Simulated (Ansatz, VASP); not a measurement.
# Cross-check of HfC between VASP and Ansatz, part 2 of 2

One calculation is typed for both programs; each brings its own data sets. How far apart do they land? The cell is taken from a series of runs on this material, whose earlier steps may have relaxed, scaled, displaced or heated it; both programs get it as it stands.

VASP 6.6.1 and Ansatz 0.2.0.

So far: Set-up; VASP: zone-centre phonons, LDA.

## Step 3: Ansatz: zone-centre phonons, LDA

Level of this step: Ansatz beside VASP: Kohn-Sham DFT, plane waves, LDA (Ansatz).

Ansatz runs on its PAW soft_1 files.

The same cell, functional (in two slightly different forms), mesh and smearing now go to Ansatz, which takes its cutoff from its data sets.

File input.yaml:

```yaml
crystal:
  lattice:
    - [0.0, 2.2901813978, 2.2635088719]
    - [2.2901813978, 0.0, 2.2635088719]
    - [2.2901813978, 2.2901813978, 0.0]
  atoms:
    - { symbol: C, position: [0.0, 0.0, 0.0] }
    - { symbol: Hf, position: [0.5, 0.5, 0.5] }
kpoints:
  mp_grid: { grid: [16, 16, 16] }
hamiltonian:
  xc: lda
  pseudopotentials: { kind: paw, azcp: { folder: soft_1 }, xc_functional: pbe }
scf:
  occupations: { method: methfessel_paxton, width: 0.2 }
output:
  eigenvalues: true
phonons:
  method: dfpt
```

Run with:

```
$ ansatz run input.yaml --threads 4 --pin off --max-ram 10240MiB --backend cpu --events-out ev --progress --plain --runs-dir out
```

Numbers of over 12 decimals in the logs are rounded to 6 here.

Log:

```text
zone centre: on kpoints.mp_grid the ground state, and the responses unless they are solved on pairs of k-points, stand on 621 of the mesh's 4096 k-points, reduced under 8 symmetry operations, with k and −k counted as one. Each operation leaves every solved displacement unchanged or reverses it
Engine: ansatz 0.2.0, aarch64-unknown-linux-gnu
Pseudopotentials: kind: paw
Pseudopotential: C, paw, valence charge 4, recommended cutoff 420 eV (normal), soft_1/C.paw.azcp
Pseudopotential: Hf, paw, valence charge 26, recommended cutoff 420 eV (normal), soft_1/Hf.paw.azcp
Functional definition: SPW92
  exchange = slater_x
  correlation = pw_c
Crystal: 2 atoms, lattice volume = 23.744 Å³
Basis set: ecut = 420 eV, 459 PW (Γ), exchange–correlation on 48×48×48 points (8 copies of the dense FFT grid, shifted against one another)
Bands: 19, of which v1, the nominal top of the filled ones, is band 15 counted from 1 (14 counted from 0)
Symmetry: 16 space group operations
k-points: 621 of 4096 (irreducible under 8 space group operations)
Non-local potential: C, projectors of the file, l = 0: 2, l = 1: 2, l = 2: 1
Non-local potential: Hf, projectors of the file, l = 0: 3, l = 1: 2, l = 2: 2, l = 3: 3
PAW form: soft (Blöchl's): semilocal exchange-correlation on the pseudo side does not see the compensation charge
PAW frozen core: C, regenerated for the run's functional, and the local potential with it (the file was generated under x = pbe(κ = 0.804, μ = 0.219515), c = pbe(β = 0.066725))
PAW frozen core: Hf, regenerated for the run's functional, and the local potential with it (the file was generated under x = pbe(κ = 0.804, μ = 0.219515), c = pbe(β = 0.066725))
PAW one-centre angular grid: C, 110 points (default); XC on 64 Gauss nodes
PAW one-centre angular grid: Hf, 590 points (default); XC on 64 Gauss nodes
Initial density: superposition of atomic densities (chi_scale 0.1, normalization cell, long waves kept (reshape's long-wave potential 0.00 eV rms))
Initial wavefunctions: pseudopotential atomic-orbital guess
Functional: x = slater, c = lda
SCF iter   1: F=—  HF=-15723.155899 eV  |F-HF|=—  |Δ(HF+E_count)|=         —  Δρ=9.25e-2  dr2=2.71e0  ethr=3.10e-3  ⟨swp⟩=4.8  Hψ=51631  notcnv=0  defer=1
preconditioner: auto → Kerker (q_TF=auto, 2.837 Å⁻¹)  [metal: Δε(μ)=0.014 eV  Ē_g=17.760 eV  σ=0.200 eV  W_gap=0.06  n_scr=14 (ndim 8)  ℏωp=40.3 eV  f_vac=0.000  D(μ)=0.20/eV (n_scr^D=0)]
SCF iter   2: F=—  HF=-15722.575543 eV  |F-HF|=—  |Δ(HF+E_count)|=   5.80e-1  S|Δr|=    0.00e0  Δρ=3.30e-2  dr2=2.61e-1  ethr=3.10e-3  ⟨swp⟩=2.1  Hψ=20437  notcnv=0  defer=2
SCF iter   3: F=—  HF=-15722.514823 eV  |F-HF|=—  |Δ(HF+E_count)|=   6.07e-2  S|Δr|=    0.00e0  Δρ=1.37e-2  dr2=2.69e-2  ethr=8.70e-4  ⟨swp⟩=2.0  Hψ=21171  notcnv=0
SCF iter   4: F=—  HF=-15722.508618 eV  |F-HF|=—  |Δ(HF+E_count)|=   6.20e-3  S|Δr|=    0.00e0  Δρ=7.65e-3  dr2=6.69e-3  ethr=8.96e-5  ⟨swp⟩=2.1  Hψ=21036  notcnv=0
SCF iter   5: F=—  HF=-15722.507974 eV  |F-HF|=—  |Δ(HF+E_count)|=   6.44e-4  S|Δr|=    0.00e0  Δρ=1.51e-3  dr2=3.02e-4  ethr=2.23e-5  ⟨swp⟩=2.0  Hψ=18085  notcnv=0
SCF iter   6: F=—  HF=-15722.507879 eV  |F-HF|=—  |Δ(HF+E_count)|=   9.54e-5  S|Δr|=    0.00e0  Δρ=2.71e-4  dr2=1.82e-5  ethr=1.01e-6  ⟨swp⟩=2.6  Hψ=22574  notcnv=0
SCF iter   7: F=—  HF=-15722.507883 eV  |F-HF|=—  |Δ(HF+E_count)|=   4.73e-6  S|Δr|=    0.00e0  Δρ=7.88e-5  dr2=1.08e-6  ethr=6.07e-8  ⟨swp⟩=2.3  Hψ=21694  notcnv=0
SCF iter   8: F=—  HF=-15722.507884 eV  |F-HF|=—  |Δ(HF+E_count)|=   5.54e-7  S|Δr|=    0.00e0  Δρ=1.29e-5  dr2=2.25e-8  ethr=3.62e-9  ⟨swp⟩=2.8  Hψ=22847  notcnv=0
SCF iter   9: F=—  HF=-15722.507884 eV  |F-HF|=—  |Δ(HF+E_count)|=   1.99e-8  S|Δr|=    0.00e0  Δρ=2.46e-6  dr2=1.10e-9  ethr=7.50e-11  ⟨swp⟩=2.4  Hψ=19061  notcnv=0
SCF iter  10: F=-15722.507884 eV  HF=-15722.507884 eV  |F-HF|=7.28e-12  |Δ(HF+E_count)|=  4.04e-10  S|Δr|=    0.00e0  Δρ=2.45e-7  dr2=9.87e-12  ethr=1.00e-12  ⟨swp⟩=7.2  Hψ=85517  notcnv=0
SCF 1 converged in 10 iterations: F = -15722.507884 eV  dr2 = 9.87e-12
  greatest PAW one-centre occupation: 0.998 electrons in one spin orbital (limit 2), on the Hf atom at site 1 (counted from 0), in its partial waves of l = 3
DFPT response loops at Γ: preconditioner auto → Kerker (q_TF=auto, 2.837 Å⁻¹) (partly filled bands, converged f_vac=0.000); β = 1.00, the filter's whole step (`scf.mixing.beta` (0.50) is not read by the response loops under this deck's `scf.mixing.preconditioner`; to damp them name `kerker` or `kerker_dos`, under which they read `scf.mixing.beta`, and type it under 1.00, their step now; both keys bind the ground state too); Broyden in place of MSR1
SCF converged after 10 iterations
Stability not checked: this state was not tested for a lower state beside it, because cold or Methfessel-Paxton smearing, or corrected tetrahedra, fill the levels in a way that the test cannot read (fill_not_monotonic; see scf.lower_state_search)
Free energy (F): -15722.507884 eV
Harris-Foulkes:  -15722.507884 eV  (|F-HF|=7.28e-12)
Internal energy: -15722.507263 eV  (E = F + TS)
E sigma→0 (E₀):  -15722.507729 eV
Entropy (-TS):   -0.000621 eV (-0.310 meV/atom)
Fermi energy:    19.410756 eV
Step filling:    the computed levels leave a gap of 0.0104 eV = 0.1 smearing widths at the electron count; against every level under it full and every level over it empty, smearing changes F+E_penalty+E_count by -0.604 meV and its σ→0 estimate by -0.449 meV
--- Per-component energies (eV) ---
  E_band       = 94.265453
  E_kinetic    = 497.845560
  E_local      = -6084.097301  (includes V_loc(G=0)·N_el)
  E_nonlocal   = 99.550261
  E_hartree    = 2987.907077
  E_xc         = -313.154571
  E_vxc        = -315.475847  (∫ρ·V_xc dr)
  E_paw        = -7548.802155  (= ΣΔE_a)
  E_vpaw       = -79.371266  (= ΣTr[D̂ρ^β])
  E_aug_tail   = 0.000118  (compensation charges beyond the density's cutoff)
  E_ewald      = -5364.276172
  E_core_change = 2.519920  (= ΣΔE_core)
  E_smearing   = -0.000621  (= −TS)
  E_closure    = 0.000000  (closes the sum)
  Σ components = -15722.507884   (vs F -15722.507884, Δ=0.00e0)
--- Band table (eV; the first three rows and the last of 621) ---
  k-point 0: bands = [... 11 lower, 8.6301, 20.5017, 20.5017, 20.5734, 20.6491, 20.6491, 20.7808, 22.7886]
  k-point 1: bands = [... 11 lower, 8.6294, 19.6691, 19.8957, 19.9659, 20.9236, 20.9843, 21.3139, 23.3346]
  k-point 2: bands = [... 11 lower, 8.6296, 18.5902, 19.0361, 19.1031, 21.2801, 21.3286, 21.7805, 24.4739]
  k-point 620: bands = [... 11 lower, 8.8824, 17.0132, 17.3386, 19.3896, 19.3896, 24.9518, 26.4506, 26.4506]
--- Phonons (Γ-DFPT): 4 representative perturbations + reference, on 621 of 4096 k-points (Σ response iterations 12) ---
  k mesh reduced under 8 symmetry operations, with k and −k counted as one. Each operation leaves every solved displacement unchanged or reverses it
  ASR residual: 1.899e-4 → 0.000e0 eV/Å²; symmetrization residual: 1.121e-6 eV/Å²
  ASR residual per site (eV/Å²): 7.65e-5 1.90e-4
  Γ frequencies (cm⁻¹): 0.00 0.00 0.00 456.46 456.46 493.63
  non-analytic LO–TO correction: not included (Born effective charges unavailable; polar crystals: no LO–TO splitting at Γ)
```

In the SCF lines HF is the Harris–Foulkes energy and dr2 the Hartree energy of the density residual, in eV; the loop may stop once dr2 is under the threshold and the program's other checks hold. Hψ counts applications of the Hamiltonian.

## Step 4: Side by side

Known differences besides the potentials themselves: the two LDA forms differ slightly; the data sets hold 30 valence electrons in Ansatz (on its PAW soft_1 files) and 14 in VASP; the cutoff is 420 eV in Ansatz and 600 eV in VASP; VASP's log shows a relativistic correction to its local exchange, Ansatz's none. Total energies have different zeros and are not compared.

The two programs side by side:

| quantity | Ansatz | VASP | difference |
| --- | --- | --- | --- |
| optical mode 1 to 2 (cm⁻¹) | 456.5 | 454.7 | +0.40 % |
| optical mode 3 (cm⁻¹) | 493.6 | 493.3 | +0.06 % |

Modes are paired by rising frequency, not by their patterns, so a pair may set unlike modes beside each other; they are those without the splitting of longitudinal modes.

## Step 5: Summary of results

```json
{
 "r.m.s. difference of the optical zone-centre modes, each program's sorted by frequency (zone-centre phonons, LDA)": "1.5 cm⁻¹"
}
```

In words: The r.m.s. difference of the optical zone-centre modes, each program's sorted by frequency is 1.5 cm⁻¹ (zone-centre phonons, LDA). The data sets hold unlike numbers of valence electrons (30 in Ansatz and 14 in VASP), so part of the differences comes from the potentials. Such differences can come from data sets, numerical settings and the points named under the comparisons, not from the functional's error against experiment.

[Lines on the potential files, build, host, timing and source positions are cut from VASP's logs without a mark.]

[Logs are printed without paths, hosts, clocks, repeated set-up lines and the standing remarks that a program may print on its own settings, such as how far it seeks lower states.]

[Hosts, paths, dates, database ids (printed as entryN), source tags and the programs' standing remarks are cut or masked in the printed files.]
